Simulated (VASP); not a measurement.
Wanted: the native input for a VASP 6.6.1 run.

```
Task                   : relaxation of cell and atoms
Functional             : BLYP
Potentials or basis    : VASP PAW PBE potentials, release 64 (Ni, Mo_sv, Pd, Ir, W_sv)
Cutoff                 : 600 eV
k mesh                 : 11 × 11 × 3
Occupations            : fermi-dirac, width 0.05 eV
Spin                   : collinear spin, ferromagnetic start
Starting moments       : [1.0, 1.0, 0.0, 0.6, 0.0] μB
Further INCAR settings : ALGO = Normal; EDIFF = 1e-07; IBRION = 2; EDIFFG = -0.02; NSW = 60; ISIF = 3
```

The structure of NiMoIrPdW lies in POSCAR:

```
NiMoIrPdW
1.0
    2.7660900000      0.0000000000      0.0000000000
   -1.3830500000      2.3955100000      0.0000000000
    0.0000000000      0.0000000000     11.0227800000
Ni Mo Pd Ir W
1 1 1 1 1
Direct
    0.3333300000      0.6666700000      0.5971100000
    0.0000000000      0.0000000000      0.4107400000
    0.6666700000      0.3333300000      0.7952000000
    0.6666700000      0.3333300000      0.1996100000
    0.3333300000      0.6666700000      0.9973400000
```

The cell was built by a generator and needn't be a form met in nature.

One way to write it, as run:

INCAR

```
PREC     = Accurate       # precision mode
ENCUT    = 600            # plane-wave cutoff, eV
EDIFF    = 1E-7           # SCF threshold, eV
ISMEAR   = -1             # smearing method
SIGMA    = 0.05           # smearing width, eV
LREAL    = F              # projectors in reciprocal space
LASPH    = T              # aspherical terms in the spheres
NELM     = 150            # most SCF steps
ALGO     = Normal         # electronic algorithm
ISIF     = 3              # what is computed and relaxed
LWAVE    = F              # write WAVECAR
LCHARG   = F              # write CHGCAR
ISPIN    = 2              # spin polarisation
MAGMOM   = 1 1 0 0.6 0    # initial moments
LORBIT   = 11             # projections on sites
LMAXMIX  = 4              # l up to which the mixer works
GGA      = B5             # functional
ALDAX    = 1.0          
AGGAX    = 1.0          
AGGAC    = 1.0          
ALDAC    = 0.0          
IBRION   = 2              # ionic algorithm
NSW      = 60             # ionic steps
EDIFFG   = -0.02          # ionic threshold
KPAR     = 4
```

KPOINTS

```
Automatic mesh
0
Gamma
  11 11 3
```

Potentials or basis: VASP PAW PBE potentials, release 64 (Ni, Mo_sv, Pd, Ir, W_sv).

The run is started by

```bash
$ cat potpaw_PBE.64/Ni/POTCAR potpaw_PBE.64/Mo_sv/POTCAR potpaw_PBE.64/Pd/POTCAR potpaw_PBE.64/Ir/POTCAR potpaw_PBE.64/W_sv/POTCAR > POTCAR
$ mpirun -np 4 vasp_std > vasp.out
```

Results of the run:

```yaml
Relaxed_volume: 15.38 Å³/atom
Relaxed_cell: a = 2.821 Å, b = 2.821 Å, c = 11.155 Å, α = 90.00°, β = 90.00°, γ = 120.00°
Space_group_after_relaxing_to_0.05_Å: P3m1 (No. 156)
Energy_gained_by_relaxing: 30.3 meV/atom
Ionic_steps: 13
Pressure_after_relaxing: 0.1 GPa
Largest_force_after_relaxing: 0.010 eV/Å
Band_gap_on_the_k_mesh: none (metal or under the smearing width)
Net_moment: 0.00 μB per cell
Valence_electrons_inside_the_program's_atomic_spheres: Ni 9.18; Mo 12.41; Pd 9.49; Ir 8.31; W 12.01
```

Caveat: the PAW data sets were made with another functional, which shifts forces and pressure a little.

It took 37 min on 4 MPI ranks on Intel(R) Xeon(R) Platinum 8488C (Sapphire Rapids), with other jobs on the host, peak memory 0.74 GiB a rank.
